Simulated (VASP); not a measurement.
Here is the system:

```xyz
1
Lattice="0.0000 2.0516 2.0516 2.0516 0.0000 2.0516 2.0516 2.0516 0.0000" Properties=species:S:1:pos:R:3 pbc="T T T"
Al     0.0000     0.0000     0.0000
```

Method: PBE GGA, VASP's PBE PAW potentials (set 64) (plane waves; VASP). Run with PREC = Normal, 350 eV cut-off, 8×8×8 Γ-centred mesh, Fermi-Dirac smearing of 0.10 eV, potentials Al_GW.

Problem. Predict the energy per atom (σ→0), pressure, band gap (on the k-mesh) with the smallest direct gap where there is one.

Solution. 
band gap (on the k-mesh): none (metal, semimetal or under 0.01 eV)
energy per atom (σ→0): -3.737 eV/atom
pressure: -3.43 GPa

Only differences to runs with the same potentials and settings are physical.

The compound is Al in the fcc structure. This cell is one point of a volume scan, at 1.04 of the reference volume. The k-mesh is coarse (spacing up to 0.33 per Å, 2π included), so the numbers may not be converged in it.
